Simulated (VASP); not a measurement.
Data:

```
CELL_PARAMETERS angstrom
      0.00000     1.87206     1.87206
      1.87206     0.00000     1.87206
      1.87206     1.87206     0.00000
ATOMIC_POSITIONS crystal
  Al 0.00000 0.00000 0.00000
```

Calculation: PBE GGA, VASP's PBE PAW potentials (set 64) (plane waves; VASP). Settings: 500 eV cut-off, 17×17×17 Γ-centred mesh, first-order Methfessel-Paxton smearing of 0.10 eV, potentials Al.

**Question.** The ions, cell shape and volume at an external pressure of 30.0 GPa are relaxed. Which structure does the run end with?

**Answer.** 
```
CELL_PARAMETERS angstrom
      0.00000     1.87111     1.87111
      1.87111     0.00000     1.87111
      1.87111     1.87111     0.00000
ATOMIC_POSITIONS crystal
  Al 0.00000 0.00000 0.00000
```
Space group Fm-3m (225), at a tolerance of 0.03 Å.

**Question.** How do energy and volume change from the first to the last step?

**Answer.** The energy (σ→0) changes by +3.7 meV/atom and the volume by -0.2 %, in 3 ionic steps.

The compound is Al in the fcc structure. This run relaxes it under an external pressure of 30 GPa. Symmetry was kept, so distortions that lower it aren't found.
